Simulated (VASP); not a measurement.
Given:

```xyz
3
Lattice="0.0000 2.9970 2.9970 2.9970 0.0000 2.9970 2.9970 2.9970 0.0000" Properties=species:S:1:pos:R:3 pbc="T T T"
Al     1.4985     1.4985     1.4985
Al     4.4955     4.4955     4.4955
Pt     0.0000     0.0000     0.0000
```

The numbers are results of PBE GGA with D3 dispersion (zero damping), VASP's PBE PAW potentials (set 64) (plane waves; VASP), not measurements. Run with 520 eV cut-off, 9×9×9 Γ-centred mesh, first-order Methfessel-Paxton smearing of 0.10 eV, potentials Al Pt.

Q: Give the stress tensor in GPa (positive for a compressed cell).

A: 
```
-7.20   0.00   0.00
 0.00  -7.20   0.00
 0.00   0.00  -7.20
```
The pressure is its mean diagonal, -7.20 GPa.

The compound is PtAl2 in the fluorite structure. This cell is one point of a volume scan, at 1.06 of the reference volume.
